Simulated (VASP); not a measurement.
Computed with vdW-DF-cx, VASP's PBE PAW potentials (set 64) (plane waves; VASP).

The input files of a VASP run:

File POSCAR:
```
WSe2
1
    1.6573764776    -2.8706599381     0.0000000000
    1.6573764776     2.8706599381     0.0000000000
    0.0000000000     0.0000000000    13.1806518125
W Se
2 4
Direct
  0.3333330000   0.6666670000   0.2500000000
  0.6666670000   0.3333330000   0.7500000000
  0.3333330000   0.6666670000   0.8792009835
  0.6666670000   0.3333330000   0.3792009835
  0.6666670000   0.3333330000   0.1207990165
  0.3333330000   0.6666670000   0.6207990165
```

KPOINTS:
```
Automatic mesh
0
Gamma
8 8 2
0 0 0
```

**INCAR**
```
SYSTEM = WSe2
ISMEAR = 0
AGGAC = 0.0
LCHARG = .False.
NELM = 100
ENCUT = 520   # plane-wave cut-off (eV)
LWAVE = .False.
EDIFFG = -0.01
LMAXMIX = 6
PREC = Accurate
EDIFF = 1E-7
IBRION = 2   # conjugate gradients
LASPH = .True.   # aspherical one-centre terms
ALGO = Normal   # blocked Davidson
LUSE_VDW = .True.
ISIF = 4
GGA = CX
LREAL = .False.   # projection in real space or not
SIGMA = 0.05
NSW = 30   # most ionic steps
```

POTCAR, in this order: W_sv Se (PBE.64 set). Program: vasp_std.

The run wrote:

### OSZICAR
```
       N       E                     dE             d eps       ncg     rms          rms(c)
DAV:   1     0.527251598927E+03    0.52725E+03   -0.28260E+04  1408   0.163E+03
DAV:   2     0.137323262321E+00   -0.52711E+03   -0.51716E+03  1478   0.425E+02
DAV:   3    -0.331982323725E+02   -0.33336E+02   -0.32606E+02  1505   0.957E+01
DAV:   4    -0.340775377257E+02   -0.87931E+00   -0.87513E+00  1537   0.158E+01
DAV:   5    -0.341000866659E+02   -0.22549E-01   -0.22540E-01  1612   0.237E+00    0.282E+01
DAV:   6    -0.325171640263E+02    0.15829E+01   -0.12151E+01  1421   0.187E+01    0.987E+00
DAV:   7    -0.322717877369E+02    0.24538E+00   -0.55847E+00  1427   0.969E+00    0.562E+00
DAV:   8    -0.320706365540E+02    0.20115E+00   -0.86736E-01  1640   0.503E+00    0.119E+00
DAV:   9    -0.320728831273E+02   -0.22466E-02   -0.69938E-02  1549   0.133E+00    0.786E-01
DAV:  10    -0.320715474776E+02    0.13356E-02   -0.20880E-02  1622   0.915E-01    0.220E-01
DAV:  11    -0.320713939848E+02    0.15349E-03   -0.29848E-03  1556   0.330E-01    0.144E-01
DAV:  12    -0.320713788090E+02    0.15176E-04   -0.10966E-04  1540   0.538E-02    0.108E-01
DAV:  13    -0.320713657971E+02    0.13012E-04   -0.17617E-04  1588   0.720E-02    0.457E-03
DAV:  14    -0.320713669078E+02   -0.11107E-05   -0.44169E-06  1471   0.133E-02    0.578E-03
DAV:  15    -0.320713670544E+02   -0.14663E-06   -0.47810E-07  1268   0.379E-03    0.298E-03
DAV:  16    -0.320713671047E+02   -0.50231E-07   -0.89763E-08  1013   0.177E-03
   1 F= -.32071367E+02 E0= -.32071367E+02  d E =-.320714E+02
       N       E                     dE             d eps       ncg     rms          rms(c)
DAV:   1    -0.320909737265E+02   -0.19607E-01   -0.16179E+00  1289   0.631E+00    0.104E+00
DAV:   2    -0.320927251580E+02   -0.17514E-02   -0.96302E-02  1485   0.131E+00    0.452E-01
DAV:   3    -0.320912263695E+02    0.14988E-02   -0.96182E-03  1472   0.530E-01    0.330E-01
DAV:   4    -0.320907236454E+02    0.50272E-03   -0.20158E-03  1627   0.225E-01    0.156E-01
DAV:   5    -0.320907354795E+02   -0.11834E-04   -0.29501E-04  1461   0.848E-02    0.325E-02
DAV:   6    -0.320907164603E+02    0.19019E-04   -0.74622E-05  1464   0.459E-02    0.107E-02
DAV:   7    -0.320907169757E+02   -0.51537E-06   -0.81998E-06  1667   0.119E-02    0.349E-03
DAV:   8    -0.320907171166E+02   -0.14094E-06   -0.94146E-07  1456   0.577E-03    0.120E-03
DAV:   9    -0.320907171120E+02    0.46603E-08   -0.48977E-08   914   0.134E-03
   2 F= -.32090717E+02 E0= -.32090717E+02  d E =-.193500E-01
       N       E                     dE             d eps       ncg     rms          rms(c)
DAV:   1    -0.320907516551E+02   -0.34538E-04   -0.24899E-03  1324   0.248E-01    0.403E-02
DAV:   2    -0.320907533209E+02   -0.16658E-05   -0.15081E-04  1492   0.519E-02    0.183E-02
DAV:   3    -0.320907504804E+02    0.28405E-05   -0.16981E-05  1505   0.221E-02    0.133E-02
DAV:   4    -0.320907493001E+02    0.11802E-05   -0.33202E-06  1590   0.915E-03    0.631E-03
DAV:   5    -0.320907490846E+02    0.21550E-06   -0.55100E-07  1317   0.349E-03    0.120E-03
DAV:   6    -0.320907490959E+02   -0.11213E-07   -0.10851E-07   858   0.168E-03
   3 F= -.32090749E+02 E0= -.32090749E+02  d E =-.193820E-01
       N       E                     dE             d eps       ncg     rms          rms(c)
DAV:   1    -0.321194551720E+02   -0.28706E-01   -0.12061E+00  1240   0.696E+00    0.928E-01
DAV:   2    -0.321032237296E+02    0.16231E-01   -0.10099E-01  1407   0.173E+00    0.459E-01
DAV:   3    -0.320997664599E+02    0.34573E-02   -0.65771E-03  1500   0.497E-01    0.197E-01
DAV:   4    -0.320986288770E+02    0.11376E-02   -0.35344E-03  1443   0.294E-01    0.818E-02
DAV:   5    -0.320986451393E+02   -0.16262E-04   -0.39525E-04  1467   0.113E-01    0.457E-02
DAV:   6    -0.320986271122E+02    0.18027E-04   -0.98601E-05  1560   0.566E-02    0.109E-02
DAV:   7    -0.320986290084E+02   -0.18962E-05   -0.80974E-06  1647   0.157E-02    0.455E-03
DAV:   8    -0.320986292005E+02   -0.19209E-06   -0.16320E-06  1589   0.760E-03    0.980E-04
DAV:   9    -0.320986292496E+02   -0.49094E-07   -0.14039E-07   963   0.215E-03
   4 F= -.32098629E+02 E0= -.32098629E+02  d E =-.788015E-02
       N       E                     dE             d eps       ncg     rms          rms(c)
DAV:   1    -0.321413367492E+02   -0.42708E-01   -0.22269E+00  1240   0.945E+00    0.127E+00
DAV:   2    -0.321111537293E+02    0.30183E-01   -0.19086E-01  1435   0.237E+00    0.626E-01
DAV:   3    -0.321047389280E+02    0.64148E-02   -0.12246E-02  1495   0.680E-01    0.270E-01
DAV:   4    -0.321025850881E+02    0.21538E-02   -0.66440E-03  1443   0.404E-01    0.114E-01
DAV:   5    -0.321026140289E+02   -0.28941E-04   -0.71592E-04  1451   0.153E-01    0.620E-02
DAV:   6    -0.321025811732E+02    0.32856E-04   -0.18386E-04  1595   0.774E-02    0.149E-02
DAV:   7    -0.321025847156E+02   -0.35424E-05   -0.15201E-05  1631   0.217E-02    0.617E-03
DAV:   8    -0.321025850907E+02   -0.37508E-06   -0.30783E-06  1610   0.104E-02    0.127E-03
DAV:   9    -0.321025851846E+02   -0.93933E-07   -0.31993E-07  1236   0.308E-03
   5 F= -.32102585E+02 E0= -.32102585E+02  d E =-.118361E-01
```

OUTCAR:
```
------------------------ aborting loop because EDIFF is reached ----------------------------------------
  FORCE on cell =-STRESS in cart. coord.  units (eV):
  Direction    XX          YY          ZZ          XY          YZ          ZX
  --------------------------------------------------------------------------------------
  Total       -0.8340112     -0.8340110     -0.7802388      0.0000000     -0.0000000      0.0000000
  in kB      -10.6539992    -10.6539972     -9.9670881      0.0000000     -0.0000000      0.0000000
  external PRESSURE =     -10.4250282 kB  Pullay stress =       0.0000000 kB
  volume of cell :      125.42
      direct lattice vectors                 reciprocal lattice vectors
     1.647546251 -2.853633538 -0.000000000     0.303481617 -0.175215210 -0.000000000
     1.647546251  2.853633538 -0.000000000     0.303481617  0.175215210 -0.000000000
     0.000000000 -0.000000000 13.338407800     0.000000000  0.000000000  0.074971467
 POSITION                                       TOTAL-FORCE (eV/Angst)
 -----------------------------------------------------------------------------------
      1.64755      0.95121      3.33460         0.000000      0.000000      0.000000
      1.64755     -0.95121     10.00381         0.000000     -0.000000      0.000000
      1.64755      0.95121     11.68787        -0.000000      0.000000      0.008582
      1.64755     -0.95121      5.01866        -0.000000     -0.000000      0.008582
      1.64755     -0.95121      1.65054        -0.000000     -0.000000     -0.008582
      1.64755      0.95121      8.31974        -0.000000      0.000000     -0.008582
 -----------------------------------------------------------------------------------
    total drift:                                0.000000      0.001075     -0.000034
  FREE ENERGIE OF THE ION-ELECTRON SYSTEM (eV)
  ---------------------------------------------------
  free  energy   TOTEN  =       -32.1025851846 eV

  energy  without entropy=      -32.1025851846  energy(sigma->0) =      -32.10258518

 reached required accuracy - stopping structural energy minimisation
```
(Selected blocks of OUTCAR.)

CONTCAR:
```
WSe2
   1.00000000000000
     1.6475462512294974   -2.8536335379137889   -0.0000000000000000
     1.6475462512294974    2.8536335379137889   -0.0000000000000000
     0.0000000000000000   -0.0000000000000000   13.3384077995301400
  W               Se
     2     4
Direct
     0.3333330000000032    0.6666669999999968    0.2500000000000000
     0.6666669999999968    0.3333330000000032    0.7500000000000000
     0.3333330000000032    0.6666669999999968    0.8762566270401287
     0.6666669999999968    0.3333330000000032    0.3762566270401286
     0.6666669999999968    0.3333330000000032    0.1237433729598714
     0.3333330000000032    0.6666669999999968    0.6237433729598713
```

The compound is WSe2 in the 2H layered structure. This cell is one point of a volume scan, at 1.03 of the reference volume. Symmetry was kept, so distortions that lower it aren't found.
